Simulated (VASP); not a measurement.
Consider the following.

```xyz
1
Lattice="-1.7450 1.7450 1.7450 1.7450 -1.7450 1.7450 1.7450 1.7450 -1.7450" Properties=species:S:1:pos:R:3 pbc="T T T"
Li     0.0000     0.0000     0.0000
```

All values below come from AM05 GGA, VASP's PBE PAW potentials (set 64) (plane waves; VASP 6.6.1). Run with 520 eV cut-off, 13×13×13 Γ-centred mesh, first-order Methfessel-Paxton smearing of 0.10 eV, potentials Li_sv.

Energy and stress use the plane-wave basis of the starting cell.

Problem. The ions, cell shape and volume are relaxed. Predict the relaxed structure.

Solution. 
```xyz
1
Lattice="-1.7243 1.7243 1.7243 1.7243 -1.7243 1.7243 1.7243 1.7243 -1.7243" Properties=species:S:1:pos:R:3 pbc="T T T"
Li     0.0000     0.0000     0.0000
```
Space group Im-3m (229), at a tolerance of 0.03 Å.

Problem. How do energy and volume change from the first to the last step?

Solution. The energy (σ→0) changes by -1.1 meV/atom and the volume by -3.5 %, in 3 ionic steps.

```
step  E(σ→0) (eV)  max force (eV/Å)  pressure (GPa)  volume (Å³)
----  -----------  ----------------  --------------  -----------
1         -1.9111             0.000           -0.46        21.25
2         -1.9115             0.000           -0.36        21.07
3         -1.9122             0.000            0.00        20.51
```

The compound is Li in the bcc structure. This run relaxes it. Symmetry was kept, so distortions that lower it aren't found.
